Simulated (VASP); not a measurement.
Calculation: PBEsol GGA, VASP's PBE PAW potentials (set 64) (plane waves; VASP).

VASP ran on this input.

### POSCAR
```
CsPbBr3
1
    5.8731067799    -0.0000000000    -0.0000000000
    0.0000000000     5.8731067799    -0.0000000000
    0.0000000000    -0.0000000000     5.8731067799
Cs Pb Br
1 1 3
Direct
  0.0000000000   0.0000000000   0.0000000000
  0.5000000000   0.5000000000   0.5000000000
  0.5000000000   0.0000000000   0.5000000000
  0.0000000000   0.5000000000   0.5000000000
  0.5000000000   0.5000000000   0.0000000000
```

INCAR:
```
# general
SYSTEM =CsPbBr3
PREC   =Accurate
ENCUT  =400
LREAL  =.FALSE.
LASPH  =.TRUE.

# electronic loop
EDIFF  =1E-8
NELM   =100
ALGO   =Normal
LMAXMIX=4

# smearing
ISMEAR =0
SIGMA  =0.05

# functional
GGA    =PS

# ions
IBRION =1
NSW    =30
ISIF   =2
EDIFFG =-0.001

# output
LWAVE  =.FALSE.
LCHARG =.FALSE.
```

### KPOINTS
```
Automatic mesh
0
gamma
  4 4 4
```

POTCAR, in this order: Cs_sv Pb_d Br (PBE.64 set). Program: vasp_std.

Output

### OSZICAR
```
       N       E                     dE             d eps       ncg     rms          rms(c)
DAV:   1     0.367867611124E+03    0.36787E+03   -0.16490E+04   528   0.123E+03
DAV:   2     0.217472259567E+02   -0.34612E+03   -0.33955E+03   678   0.310E+02
DAV:   3    -0.158560286515E+02   -0.37603E+02   -0.37128E+02   608   0.114E+02
DAV:   4    -0.172486186082E+02   -0.13926E+01   -0.13878E+01   660   0.301E+01
DAV:   5    -0.172920581498E+02   -0.43440E-01   -0.43411E-01   664   0.400E+00    0.440E+00
DAV:   6    -0.168094318306E+02    0.48263E+00   -0.89446E-01   732   0.100E+01    0.254E+00
DAV:   7    -0.167663020929E+02    0.43130E-01   -0.46567E-01   788   0.416E+00    0.905E-01
DAV:   8    -0.167722733140E+02   -0.59712E-02   -0.58462E-02   678   0.211E+00    0.190E-01
DAV:   9    -0.167722983869E+02   -0.25073E-04   -0.10128E-02   744   0.813E-01    0.941E-02
DAV:  10    -0.167724946969E+02   -0.19631E-03   -0.88017E-04   668   0.204E-01    0.327E-02
DAV:  11    -0.167725780120E+02   -0.83315E-04   -0.17299E-04   636   0.885E-02    0.102E-02
DAV:  12    -0.167725793346E+02   -0.13225E-05   -0.17167E-05   692   0.442E-02    0.458E-03
DAV:  13    -0.167725794451E+02   -0.11055E-06   -0.19579E-06   684   0.126E-02    0.246E-03
DAV:  14    -0.167725796118E+02   -0.16664E-06   -0.64125E-07   732   0.775E-03    0.897E-04
DAV:  15    -0.167725796008E+02    0.10915E-07   -0.90174E-08   632   0.305E-03    0.426E-04
DAV:  16    -0.167725796136E+02   -0.12778E-07   -0.51687E-09   390   0.394E-04    0.313E-05
DAV:  17    -0.167725796102E+02    0.34102E-08   -0.84291E-10   328   0.202E-04
   1 F= -.16772580E+02 E0= -.16772580E+02  d E =-.167726E+02
```

OUTCAR:
```
------------------------ aborting loop because EDIFF is reached ----------------------------------------
  FORCE on cell =-STRESS in cart. coord.  units (eV):
  Direction    XX          YY          ZZ          XY          YZ          ZX
  --------------------------------------------------------------------------------------
  Total        0.0877442      0.0877442      0.0877442      0.0000000      0.0000000      0.0000000
  in kB        0.6939458      0.6939458      0.6939458      0.0000000      0.0000000      0.0000000
  external PRESSURE =       0.6939458 kB  Pullay stress =       0.0000000 kB
  volume of cell :      202.58
      direct lattice vectors                 reciprocal lattice vectors
     5.873106780  0.000000000  0.000000000     0.170267635  0.000000000  0.000000000
     0.000000000  5.873106780  0.000000000     0.000000000  0.170267635  0.000000000
     0.000000000  0.000000000  5.873106780     0.000000000  0.000000000  0.170267635
 POSITION                                       TOTAL-FORCE (eV/Angst)
 -----------------------------------------------------------------------------------
      0.00000      0.00000      0.00000         0.000000      0.000000      0.000000
      2.93655      2.93655      2.93655         0.000000      0.000000      0.000000
      2.93655      0.00000      2.93655         0.000000      0.000000      0.000000
      0.00000      2.93655      2.93655         0.000000      0.000000      0.000000
      2.93655      2.93655      0.00000         0.000000      0.000000      0.000000
 -----------------------------------------------------------------------------------
    total drift:                                0.000000      0.000000     -0.000000
  FREE ENERGIE OF THE ION-ELECTRON SYSTEM (eV)
  ---------------------------------------------------
  free  energy   TOTEN  =       -16.7725796102 eV

  energy  without entropy=      -16.7725796102  energy(sigma->0) =      -16.77257961

 reached required accuracy - stopping structural energy minimisation
```
(Selected blocks of OUTCAR.)

The compound is CsPbBr3 in the cubic perovskite structure, the ideal cubic form; the compound distorts at low or room temperature. It was relaxed first. The start is the result of an earlier pass.
